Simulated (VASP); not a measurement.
```yaml
crystal:
  lattice:
    - [3.89604, 0.00000, 0.00000]
    - [0.00000, 2.54442, 4.39660]
    - [0.00000, -2.54442, 4.39660]
  atoms:
    - { symbol: Ce, position: [0.00000, 0.00345, 0.00345] }
    - { symbol: Al, position: [0.00000, 0.67152, 0.67152] }
    - { symbol: Cu, position: [0.00000, 0.33237, 0.33237] }
    - { symbol: Cu, position: [0.50000, 0.49687, 0.49687] }
    - { symbol: Ni, position: [0.50000, 0.99939, 0.49532] }
    - { symbol: Ni, position: [0.50000, 0.49532, 0.99939] }
```

The numbers are results of PBEsol GGA, VASP's PBE PAW potentials (set 64) (plane waves; VASP), not measurements. Run with 400 eV cut-off, Gaussian smearing of 0.050 eV, potentials Ce Al Cu Ni.

Problem. Give the energies of bands 20 to 33 at the high-symmetry points, in eV from the Fermi level.

Solution. 
```csv
band,Γ,Y,C0,Z,A0,T,S,R
20,-2.12,-2.10,-2.19,-1.91,-2.38,-2.31,-2.19,-2.02
21,-1.81,-1.98,-2.00,-1.85,-2.06,-2.31,-2.10,-1.96
22,-1.78,-1.86,-1.94,-1.74,-1.94,-2.13,-1.99,-1.84
23,-1.51,-1.85,-1.88,-1.64,-1.84,-2.10,-1.84,-1.83
24,-1.20,-1.56,-1.73,-1.60,-1.64,-1.68,-1.67,-1.72
25,-1.11,-1.27,-1.68,-1.46,-1.35,-1.29,-1.53,-1.45
26,-0.80,-1.11,-1.38,-1.18,-1.27,-1.25,-1.48,-1.30
27,-0.28,-1.11,-1.03,-1.17,-1.12,-1.01,-0.82,-1.28
28,-0.02,0.17,0.14,-0.83,-0.98,-0.90,0.08,-1.22
29,0.04,0.22,0.21,-0.63,-0.63,-0.31,0.17,-0.26
30,0.08,0.28,0.26,-0.45,0.14,0.19,0.22,0.19
31,0.30,0.29,0.29,-0.44,0.25,0.24,0.27,0.22
32,0.30,0.30,0.33,0.24,0.26,0.25,0.27,0.28
33,0.30,0.43,0.34,0.26,0.35,0.32,0.39,0.34
```

It has no gap at this level: it comes out as a metal or semimetal.

The structure comes from a computed database's AlCeCu2Ni2 entry (Amm2); how it stands against other phases isn't given here. It was relaxed first. The run is not spin-polarised, so no magnetic state was tried. The electron count is odd and the run is not spin-polarised, which forces a metal.
